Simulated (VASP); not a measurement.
Energy against volume of TiAl (L1_0). Method: rev-vdW-DF2, VASP's PBE PAW potentials (set 64) (plane waves; VASP). Settings: 520 eV cut-off, 13×13×9 Γ-centred mesh, first-order Methfessel-Paxton smearing of 0.10 eV, potentials Ti_sv Al.

Shape and ions are relaxed at each volume.

```csv
V (Å³/atom),E (eV/atom)
15.523,-4.36965
16.003,-4.37529
16.483,-4.37046
16.963,-4.35659
```

Question: Fit these four points and predict the energy of the run at 15.043 Å³/atom.

Answer: A cubic in V^(−2/3), the third-order Birch-Murnaghan form, passes through the four points with V0 = 16.01 Å³/atom and B0 = 116 GPa, and gives -4.3519 eV/atom there. The run gave -4.3519 eV/atom, -0.0 meV/atom from the fit; all five points give B0 = 116 GPa.

The compound is TiAl in the L1_0 structure. It was relaxed first.
